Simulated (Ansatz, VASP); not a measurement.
**TiO2 (Rutile) in two plane-wave programs**

Wanted: the spread between two codes on one cell, functional and k mesh.

Calculated with Ansatz 0.2.0; plane waves, with VASP 6.6.1 beside it; relaxation of cell and atoms at PBE with D3(BJ) and relaxation of cell and atoms at r2SCAN with rVV10.

## Step 1: Set-up

The structure is tetragonal, space group P4_2/mnm (No. 136). Conventional cell: a = 4.592 Å, b = 4.592 Å, c = 2.957 Å, α = 90.00°, β = 90.00°, γ = 90.00°. Ti has 6 O at 1.95 to 1.98 Å nearest. Nearest to O lie 3 Ti at 1.95 to 1.98 Å. Farther neighbours and most contacts between anions are not listed.

As a file:

```
Ti O
1.0
     4.59220    0.00000    0.00000
     0.00000    4.59220    0.00000
     0.00000    0.00000    2.95740
Ti O
2 4
Direct
  0.00000 0.00000 0.00000
  0.50000 0.50000 0.50000
  0.30496 0.30496 0.00000
  0.19504 0.80496 0.50000
  0.69504 0.69504 0.00000
  0.80496 0.19504 0.50000
```

## Step 2: VASP: relaxation of cell and atoms, PBE with D3(BJ)

The relaxed volume is the usual yardstick between codes: its relative difference is about their pressure difference at one cell divided by the bulk modulus.

Lines of VASP's logs that name or quote its potential files are left out, and so is its time.

The input, INCAR:

```
SYSTEM = TiO2
PREC = Accurate
ENCUT = 560
EDIFF = 1E-06
NELM = 100
ISMEAR = -1
SIGMA = 0.05
LREAL = .FALSE.
ALGO = Normal
GGA = PE
IVDW = 12
NBANDS = 30
LASPH = .TRUE.
LORBIT = 11
LWAVE = .FALSE.
LCHARG = .FALSE.
KPAR = 4
IBRION = 2
NSW = 60
ISIF = 3
EDIFFG = -0.01
```

The input, POSCAR:

```
TiO2
1.0
    4.5922000000      0.0000000000      0.0000000000
    0.0000000000      4.5922000000      0.0000000000
    0.0000000000      0.0000000000      2.9574000000
Ti O
2 4
Direct
    0.0000000000      0.0000000000      0.0000000000
    0.5000000000      0.5000000000      0.5000000000
    0.3049600000      0.3049600000      0.0000000000
    0.1950400000      0.8049600000      0.5000000000
    0.6950400000      0.6950400000      0.0000000000
    0.8049600000      0.1950400000      0.5000000000
```

The input, KPOINTS:

```
Automatic mesh
0
Gamma
5 5 8
0 0 0
```

The projector-augmented-wave data sets are Ti_sv and O (PBE family, release 64).

On the command line:

```bash
$ mpirun -np 4 vasp_std
```

Numbers of over 12 decimals in the logs are rounded to 6 here.

The log of the run:

```text
[banner, memory and clock lines left out]
running    4 mpi-ranks, on    1 nodes
 distrk:  each k-point on    1 cores,    4 groups
 distr:  one band on    1 cores,    1 groups

 POSCAR found type information on POSCAR TiO
 POSCAR found :  2 types and       6 ions
 LDA part: xc-table for (Slater+PW92), standard interpolation
 POSCAR, INCAR and KPOINTS ok, starting setup
 FFT: planning ... GRIDC
 FFT: planning ... GRID_SOFT
 FFT: planning ... GRID
 WAVECAR not read
 entering main loop
       N       E                     dE             d eps       ncg     rms          rms(c)
DAV:   1     0.693840471177E+03    0.69384E+03   -0.25792E+04  1800   0.198E+03
DAV:   2     0.465933950408E+02   -0.64725E+03   -0.61371E+03  1926   0.573E+02
DAV:   3    -0.661047780417E+02   -0.11270E+03   -0.11002E+03  2696   0.212E+02
DAV:   4    -0.709368158095E+02   -0.48320E+01   -0.48257E+01  2490   0.455E+01
DAV:   5    -0.711190213725E+02   -0.18221E+00   -0.18216E+00  2484   0.722E+00    0.315E+01
DAV:   6    -0.541293438880E+02    0.16990E+02   -0.10271E+02  2232   0.976E+01    0.116E+01
DAV:   7    -0.538570085916E+02    0.27234E+00   -0.15039E+01  2168   0.325E+01    0.823E+00
DAV:   8    -0.537413952125E+02    0.11561E+00   -0.32160E+00  2114   0.177E+01    0.369E+00
DAV:   9    -0.536392495112E+02    0.10215E+00   -0.76495E-01  2178   0.786E+00    0.108E+00
DAV:  10    -0.536482076911E+02   -0.89582E-02   -0.78186E-02  2276   0.228E+00    0.449E-01
DAV:  11    -0.536449702620E+02    0.32374E-02   -0.16233E-02  2350   0.889E-01    0.607E-02
DAV:  12    -0.536451058414E+02   -0.13558E-03   -0.15923E-03  2094   0.433E-01    0.110E-01
DAV:  13    -0.536449700077E+02    0.13583E-03   -0.50187E-04  2206   0.236E-01    0.116E-02
DAV:  14    -0.536449767669E+02   -0.67592E-05   -0.46730E-05  2534   0.559E-02    0.164E-02
DAV:  15    -0.536449749207E+02    0.18462E-05   -0.15962E-05  2354   0.432E-02    0.205E-03
DAV:  16    -0.536449748979E+02    0.22784E-07   -0.54110E-07  1026   0.880E-03
   1 F= -.55138389E+02 E0= -.55138389E+02  d E =-.551384E+02
[...]
2 F= -.55136587E+02 E0= -.55136587E+02  d E =0.180144E-02
[...]
3 F= -.55142547E+02 E0= -.55142547E+02  d E =-.415809E-02
[...]
4 F= -.55143014E+02 E0= -.55143014E+02  d E =-.467619E-03
 trial-energy change:   -0.000468  1 .order   -0.000470   -0.000781   -0.000158
 step:   1.1170(harm=  1.1170)  dis= 0.00133  next Energy=   -55.143037 (dE=-0.490E-03)
 bond charge predicted
       N       E                     dE             d eps       ncg     rms          rms(c)
DAV:   1    -0.536621081052E+02    0.10780E-03   -0.65806E-03  1800   0.762E-01    0.576E-02
DAV:   2    -0.536620881015E+02    0.20004E-04   -0.28817E-04  1936   0.132E-01    0.343E-02
DAV:   3    -0.536620738216E+02    0.14280E-04   -0.43778E-05  2456   0.650E-02    0.149E-02
DAV:   4    -0.536620708160E+02    0.30056E-05   -0.13407E-05  2298   0.317E-02    0.315E-03
DAV:   5    -0.536620709453E+02   -0.12923E-06   -0.66814E-07  1092   0.761E-03
   5 F= -.55143032E+02 E0= -.55143032E+02  d E =-.485222E-03
 curvature:  -0.59 expect dE=-0.356E-05 dE for cont linesearch -0.637E-07
 trial: gam= 0.02047 g(F)=  0.398E-05 g(S)=  0.209E-05 ort =-0.100E-04 (trialstep = 0.936E+00)
 search vector abs. value=  0.605E-05
 reached required accuracy - stopping structural energy minimisation
```

From OUTCAR (step 2):

```text
ion  position               nearest neighbor table
   1  0.000  0.000  0.000-   4 1.95   6 1.95   4 1.95   6 1.95   5 1.98   3 1.98
   2  0.500  0.500  0.500-   3 1.95   5 1.95   3 1.95   5 1.95   4 1.98   6 1.98
   3  0.305  0.305  0.000-   2 1.95   2 1.95   1 1.98
   4  0.195  0.805  0.500-   1 1.95   1 1.95   2 1.98
   5  0.695  0.695  0.000-   2 1.95   2 1.95   1 1.98
   6  0.805  0.195  0.500-   1 1.95   1 1.95   2 1.98

  LATTYP: Found a simple tetragonal cell.
 ALAT       =     4.5922000000
 C/A-ratio  =     0.6440050520

 Subroutine GETGRP returns: Found 16 space group operations
 (whereof  8 operations were pure point group operations)

The static configuration has the point symmetry D_2h.
 The point group associated with its full space group is D_4h.

 Found     30 irreducible k-points:

   k-points           NKPTS =     30   k-points in BZ     NKDIM =     30   number of bands    NBANDS=     30

   dimension x,y,z NGX =    36 NGY =   36 NGZ =   24
   dimension x,y,z NGXF=    72 NGYF=   72 NGZF=   48

   ENCUT  =  560.0 eV  41.16 Ry    6.42 a.u.   8.86  8.86  5.71*2*pi/ulx,y,z

   NELECT =      48.0000    total number of electrons

 k-points in reciprocal lattice and weights: Automatic mesh
   0.00000000  0.00000000  0.00000000       0.005
   0.20000000  0.00000000  0.00000000       0.020
   0.40000000  0.00000000  0.00000000       0.020
   0.20000000  0.20000000  0.00000000       0.020
   0.40000000  0.20000000  0.00000000       0.040
   0.40000000  0.40000000  0.00000000       0.020
   0.00000000  0.00000000  0.12500000       0.010
   0.20000000  0.00000000  0.12500000       0.040
   0.40000000  0.00000000  0.12500000       0.040
[...]
0.40000000  0.20000000  0.50000000       0.040
   0.40000000  0.40000000  0.50000000       0.020

 Edisp (eV)   -1.48080

 average (electrostatic) potential at core
       1 -76.3120       2 -76.3120       3 -69.3708       4 -69.3708       5 -69.3708
       6 -69.3708

 E-fermi :   5.6636

 k-point     1 :       0.0000    0.0000    0.0000
  band No.  band energies     occupation
    ...
     20       2.8156      2.00000
     21       4.0774      2.00000
     22       4.3203      2.00000
     23       4.3203      2.00000
     24       4.7770      2.00000
     25       6.6068      0.00000
     26       6.8865      0.00000
     27       7.1490      0.00000
     28       7.2460      0.00000
     29       7.2460      0.00000
    ...

 k-point     2 :       0.2000    0.0000    0.0000
  band No.  band energies     occupation
    ...
     20       2.8384      2.00000
     21       3.6475      2.00000
     22       3.8349      2.00000
     23       4.0392      2.00000
     24       4.6318      2.00000
     25       6.8111      0.00000
     26       7.1365      0.00000
     27       7.3974      0.00000
     28       7.4236      0.00000
     29       7.4527      0.00000
    ...

 k-point     3 :       0.4000    0.0000    0.0000
  band No.  band energies     occupation
    ...
     20       2.3160      2.00000
     21       2.9908      2.00000
     22       3.3616      2.00000
     23       3.9119      2.00000
     24       4.2373      2.00000
     25       7.1496      0.00000
     26       7.3109      0.00000
     27       7.6863      0.00000
     28       7.7405      0.00000
     29       7.9897      0.00000
    ...

 Edisp (eV)   -1.48096

  Total       0.01139     0.01139    -0.00105     0.00000     0.00000     0.00000
  in kB       0.29013     0.29013    -0.02677     0.00000     0.00000     0.00000
  external pressure =        0.18 kB  Pullay stress =        0.00 kB

  energy-cutoff  :      560.00
  volume of cell :       62.88
      direct lattice vectors                 reciprocal lattice vectors
     4.610662047  0.000000000  0.000000000     0.216888592  0.000000000  0.000000000
     0.000000000  4.610662047  0.000000000    -0.000000000  0.216888592  0.000000000
     0.000000000  0.000000000  2.957712226     0.000000000  0.000000000  0.338099153

 POSITION                                       TOTAL-FORCE (eV/Angst)
 -----------------------------------------------------------------------------------
      0.00000      0.00000      0.00000         0.000000      0.000000     -0.000000
      2.30533      2.30533      1.47886         0.000000      0.000000     -0.000000
      1.40273      1.40273      0.00000         0.003211      0.003211     -0.000000
      0.90260      3.70806      1.47886        -0.003211      0.003211     -0.000000
      3.20793      3.20793      0.00000        -0.003211     -0.003211      0.000000
      3.70806      0.90260      1.47886         0.003211     -0.003211      0.000000
 -----------------------------------------------------------------------------------
    total drift:                                0.000000      0.000000      0.000000

  FREE ENERGIE OF THE ION-ELECTRON SYSTEM (eV)
  ---------------------------------------------------
  free  energy   TOTEN  =       -55.1430319414 eV

  energy  without entropy=      -55.1430319407  energy(sigma->0) =      -55.14303194

 reached required accuracy - stopping structural energy minimisation

 total charge
# of ion       s       p       d       tot
------------------------------------------
    1        2.220   6.296   1.709  10.226
    2        2.220   6.296   1.709  10.226
    3        1.570   3.499   0.000   5.069
    4        1.570   3.499   0.000   5.069
    5        1.570   3.499   0.000   5.069
    6        1.570   3.499   0.000   5.069
--------------------------------------------------
tot         10.721  26.589   3.419  40.729

[... 3 further parts left out ...]
```

CONTCAR:

```
TiO2
   1.00000000000000
     4.6106620465093675    0.0000000000000000    0.0000000000000000
     0.0000000000000000    4.6106620465093675    0.0000000000000000
     0.0000000000000000    0.0000000000000000    2.9577122263614788
  Ti              O
     2     4
Direct
     0.0000000000000000    0.0000000000000000    0.0000000000000000
     0.5000000000000000    0.5000000000000000    0.5000000000000000
     0.3042367270316597    0.3042367270316597    0.0000000000000000
     0.1957632729683404    0.8042367270316596    0.5000000000000000
     0.6957632729683404    0.6957632729683404    0.0000000000000000
     0.8042367270316596    0.1957632729683404    0.5000000000000000
```

This run has no spin polarisation, so a moment on Ti, if there is one, isn't seen. The gap is read on the k-mesh alone, so it is an upper bound where the band edges lie off the mesh. The run keeps the 16 symmetry operations of its start, so it cannot find a distortion of lower symmetry.

## Step 3: Ansatz: relaxation of cell and atoms, PBE with D3(BJ)

Ansatz runs on its default PAW (the set named soft_2) files.

The same cell, functional, mesh and smearing now go to Ansatz, which takes its cutoff from its data sets.

The input, input.yaml:

```yaml
crystal:
  lattice:
    - [4.5922, 0.0, 0.0]
    - [0.0, 4.5922, 0.0]
    - [0.0, 0.0, 2.9574]
  atoms:
    - { symbol: Ti, position: [0.0, 0.0, 0.0] }
    - { symbol: Ti, position: [0.5, 0.5, 0.5] }
    - { symbol: O, position: [0.30496, 0.30496, 0.0] }
    - { symbol: O, position: [0.19504, 0.80496, 0.5] }
    - { symbol: O, position: [0.69504, 0.69504, 0.0] }
    - { symbol: O, position: [0.80496, 0.19504, 0.5] }
hamiltonian:
  xc: pbe
  pseudopotentials: { kind: paw }
  dispersion: d3bj
kpoints:
  mp_grid: { grid: [5, 5, 8] }
scf:
  occupations: { method: fermi_dirac, width: 0.05 }
relax:
  f_tol: 0.01
  max_steps: 60
  cell: { stress_tol: 0.05 }
output:
  forces: true
  stress: true
```

On the command line:

```bash
$ ansatz run input.yaml --threads 4 --pin off --max-ram 9216MiB --backend cpu --events-out ev --progress --plain --runs-dir out
```

The log of the run:

```text
Engine: ansatz 0.2.0, aarch64-unknown-linux-gnu
Pseudopotentials: kind: paw
Pseudopotential: Ti, paw, valence charge 12, recommended cutoff 420 eV (normal), Ti.paw.azcp
Pseudopotential: O, paw, valence charge 6, recommended cutoff 420 eV (normal), O.paw.azcp
Functional definition: PBE
  parameter kappa = 0.804
  parameter beta = 0.066725
  exchange = pbe_x(kappa = kappa, mu = beta*pi^2/3)
  correlation = pbe_c(beta = beta)
Crystal: 6 atoms, lattice volume = 62.367 Å³
Basis set: ecut = 420 eV, 1217 PW (Γ), exchange–correlation on 64×64×40 points (8 copies of the dense FFT grid, shifted against one another)
Bands: 30, of which v1, the nominal top of the filled ones, is band 24 counted from 1 (23 counted from 0)
Symmetry: 16 space group operations
Space group: P42/mnm (ITA 136), of the structure as read, at distance tolerance 4.0e-5 Å
k-points: 30 of 200
Non-local potential: Ti, projectors of the file, l = 0: 3, l = 1: 2, l = 2: 3, l = 3: 1
Non-local potential: O, projectors of the file, l = 0: 2, l = 1: 2, l = 2: 1
PAW form: soft (Blöchl's): semilocal exchange-correlation on the pseudo side does not see the compensation charge
PAW one-centre angular grid: Ti, 590 points (default); XC on 64 Gauss nodes
PAW one-centre angular grid: O, 110 points (default); XC on 64 Gauss nodes
Initial density: superposition of atomic densities (neutral atoms: chi_scale 0, normalization atom), corrected by the library's trained network
Initial wavefunctions: pseudopotential atomic-orbital guess
Functional: x = pbe(κ = 0.804, μ = 0.219515), c = pbe(β = 0.066725)
SCF iter   1: F=—  HF=-7278.771729 eV  |F-HF|=—  |Δ(HF+E_count)|=         —  Δρ=2.15e-3  dr2=1.74e-3  ethr=1.77e-3  ⟨swp⟩=5.2  Hψ=3608  notcnv=0
preconditioner: auto → Resta (q_TF=auto, 2.612 Å⁻¹)  ε∞=9.0  [insulator: Δε(μ)=1.877 eV  Ē_g=9.431 eV  σ=0.050 eV  W_gap=1.00  n_scr=18 (ndim 8)  ℏωp=26.6 eV  f_vac=0.017  D(μ)=0.00/eV (n_scr^D=0)  ε∞_Penn≈9.0]
SCF iter   2: F=—  HF=-7278.772447 eV  |F-HF|=—  |Δ(HF+E_count)|=   7.19e-4  Δρ=1.28e-3  dr2=5.33e-4  ethr=3.62e-6  ⟨swp⟩=2.5  Hψ=1721  notcnv=0
SCF iter   3: F=—  HF=-7278.772701 eV  |F-HF|=—  |Δ(HF+E_count)|=   2.54e-4  Δρ=6.38e-4  dr2=1.50e-4  ethr=1.11e-6  ⟨swp⟩=2.2  Hψ=1320  notcnv=0
SCF iter   4: F=—  HF=-7278.772850 eV  |F-HF|=—  |Δ(HF+E_count)|=   1.48e-4  Δρ=1.43e-4  dr2=1.18e-5  ethr=3.12e-7  ⟨swp⟩=2.1  Hψ=1272  notcnv=0
SCF iter   5: F=—  HF=-7278.772832 eV  |F-HF|=—  |Δ(HF+E_count)|=   1.79e-5  Δρ=3.17e-5  dr2=6.49e-7  ethr=2.46e-8  ⟨swp⟩=2.0  Hψ=1259  notcnv=0
SCF iter   6: F=-7278.772832 eV  HF=-7278.772832 eV  |F-HF|=6.00e-8  |Δ(HF+E_count)|=   1.94e-7  Δρ=1.02e-5  dr2=7.32e-8  ethr=2.08e-10  ⟨swp⟩=4.3  Hψ=2959  notcnv=0
SCF 1 converged in 6 iterations: F = -7278.772832 eV  dr2 = 7.32e-8
  greatest PAW one-centre occupation: 0.999 electrons in one spin orbital (limit 2), on the Ti atom at site 0 (counted from 0), in its partial waves of l = 0
relax step   1: F+E_penalty+E_count = -7278.77283190 eV  Δ(F+E_penalty+E_count) = +0.000e0 eV  max|allowed force component| = 7.258e-2 eV/Å  Δτ_max = 0.0000 Å  P = +1.413 GPa  Ω = 62.367 Å³  (6 SCF iters, dr2 threshold 1.00e-7 eV, accepted)
[...]
relax step   2: F+E_penalty+E_count = -7278.77417582 eV  Δ(F+E_penalty+E_count) = -1.344e-3 eV  max|allowed force component| = 1.651e-3 eV/Å  Δτ_max = 0.0043 Å  P = +0.374 GPa  Ω = 62.632 Å³  energy of the carried Pulay correction = -1.222e-3 eV  (5 SCF iters, dr2 threshold 6.00e-7 eV, accepted)
[...]
relax step   3: F+E_penalty+E_count = -7278.77398593 eV  Δ(F+E_penalty+E_count) = +1.899e-4 eV  max|allowed force component| = 3.199e-3 eV/Å  Δτ_max = 0.0007 Å  P = +0.026 GPa  Ω = 62.717 Å³  energy of the carried Pulay correction = -1.609e-3 eV  (4 SCF iters, dr2 threshold 6.00e-7 eV, accepted)
[...]
relax step   4: F+E_penalty+E_count = -7278.77396601 eV  Δ(F+E_penalty+E_count) = +1.991e-5 eV  max|allowed force component| = 1.907e-3 eV/Å  Δτ_max = 0.0001 Å  P = -0.002 GPa  Ω = 62.722 Å³  energy of the carried Pulay correction = -1.632e-3 eV  (4 SCF iters, dr2 threshold 1.47e-8 eV, accepted)
[...]
relax step   5: F+E_penalty+E_count = -7278.77580402 eV  Δ(F+E_penalty+E_count) = -1.838e-3 eV  max|allowed force component| = 1.962e-3 eV/Å  Δτ_max = 0.0000 Å  P = +0.048 GPa  Ω = 62.722 Å³  stress off target by 6.00e-2 GPa  SCF on the basis re-selected at this cell (its energy is not comparable with the rows above)  (6 SCF iters)
[...]
relax step   6: F+E_penalty+E_count = -7278.77574904 eV  Δ(F+E_penalty+E_count) = +5.498e-5 eV  max|allowed force component| = 1.333e-4 eV/Å  Δτ_max = 0.0001 Å  P = +0.002 GPa  Ω = 62.734 Å³  energy of the carried Pulay correction = -5.831e-5 eV  (4 SCF iters, dr2 threshold 9.01e-9 eV, accepted)
[...]
relax step   7: F+E_penalty+E_count = -7278.77579757 eV  Δ(F+E_penalty+E_count) = -4.854e-5 eV  max|allowed force component| = 1.414e-4 eV/Å  Δτ_max = 0.0000 Å  P = +0.002 GPa  Ω = 62.734 Å³  stress off target by 3.18e-3 GPa  SCF on the basis re-selected at this cell (its energy is not comparable with the rows above)  (5 SCF iters)
basis re-selected at this cell: Δ(F+E_penalty+E_count) = -4.854e-5 eV, ΔP = +0.001 GPa vs the last step (what re-selecting the basis moved, of the pressure what is left beyond the Pulay correction that the steps carried, after the strain that the cell walked since its last selection, with what the two solves' SCF thresholds leave and, on support functions, any second-order correction that the steps lacked; it is no m [...]
SCF converged after 5 iterations
Free energy (F): -7278.775798 eV
Harris-Foulkes:  -7278.775798 eV  (|F-HF|=4.64e-11)
Internal energy: -7278.775798 eV  (E = F + TS)
E sigma→0 (E₀):  -7278.775798 eV
Fermi energy:    9.966421 eV
--- Per-component energies (eV) ---
  E_band       = -394.401394
  E_kinetic    = 1246.610167
  E_local      = -3094.849654  (includes V_loc(G=0)·N_el)
  E_nonlocal   = 196.392020
  E_hartree    = 1178.481948
  E_xc         = -492.724172
  E_vxc        = -624.030469  (∫ρ·V_xc dr)
  E_paw        = -2721.853733  (= ΣΔE_a)
  E_vpaw       = -475.497575  (= ΣTr[D̂ρ^β])
  E_aug_tail   = 0.010139  (compensation charges beyond the density's cutoff)
  E_ewald      = -3589.357766
  E_disp       = -1.484746  (pairwise vdW)
  E_smearing   = -0.000000  (= −TS)
  E_closure    = 0.000000  (closes the sum)
  Σ components = -7278.775798   (vs F -7278.775798, Δ=0.00e0)
--- Forces (eV/Å), atoms counted from 1 ---
  atom   1  Ti     0.00000000     0.00000000     0.00000000
  atom   2  Ti     0.00000000     0.00000000     0.00000000
  atom   3  O      0.00014141     0.00014141     0.00000000
  atom   4  O     -0.00014141     0.00014141     0.00000000
  atom   5  O     -0.00014141    -0.00014141     0.00000000
  atom   6  O      0.00014141    -0.00014141     0.00000000
  max |Σ_I F_I| component: 4.34e-19 eV/Å
--- Stress (GPa, compression-positive) ---
        0.003176       0.000000       0.000000
        0.000000       0.003176       0.000000
        0.000000       0.000000       0.000338
  P = ⅓ Tr σ = 0.0022 GPa (0.022 kbar)
--- Relaxed structure (5 steps of the walk, 5 accepted, 2 SCFs on fresh bases) ---
  F+E_penalty+E_count = -7278.77579757 eV   max|allowed force component| = 1.414e-4 eV/Å   (the final SCF, on the basis selected at the relaxed cell)
  cell:  # Å, volume = 62.7344 Å³
    - [4.608157, 0, 0.0]
    - [0, 4.608157, 0.0]
    - [0.0, 0.0, 2.954277]
  atoms:
    - { symbol: Ti, position: [0, 0, 0.0] }
    - { symbol: Ti, position: [0.5, 0.5, 0.5] }
    - { symbol: O, position: [0.304378, 0.304378, 0.0] }
    - { symbol: O, position: [0.195622, 0.804378, 0.5] }
    - { symbol: O, position: [0.695622, 0.695622, 0.0] }
    - { symbol: O, position: [0.804378, 0.195622, 0.5] }
```

Elapsed: 9.3 s, on 4 threads of Arm Neoverse N1, shared host; peak memory 0.39 GiB.

## Step 4: Side by side

Known differences besides the potentials themselves: both relaxations stop at a tolerance, which leaves soft axes loose, and VASP keeps its plane-wave basis; the cutoff is 420 eV in Ansatz and 560 eV in VASP; Ansatz adds a Pulay correction to the stress that steers its cell, VASP none. Total energies have different zeros and are not compared.

Both answers:

| quantity | Ansatz | VASP | difference |
| --- | --- | --- | --- |
| volume (Å³) | 62.73 | 62.88 | -0.22 % |
| edge a after relaxation, in the typed setting (Å) | 4.608 | 4.611 | -0.05 % |
| edge c after relaxation, in the typed setting (Å) | 2.954 | 2.958 | -0.11 % |

The walks stopped with 0.00 GPa left in Ansatz and 0.02 GPa in VASP; each walk ends within a tolerance, so the volume difference is uncertain by about these residues over the bulk modulus, most in soft cells.

[end of part 1 of 2]

[Lines on the potential files, build, host, timing and source positions are cut from VASP's logs without a mark.]

[Logs are printed without paths, hosts, clocks, repeated set-up lines and the standing remarks that a program may print on its own settings, such as how far it seeks lower states.]

[Hosts, paths, dates, database ids (printed as entryN), source tags and the programs' standing remarks are cut or masked in the printed files.]
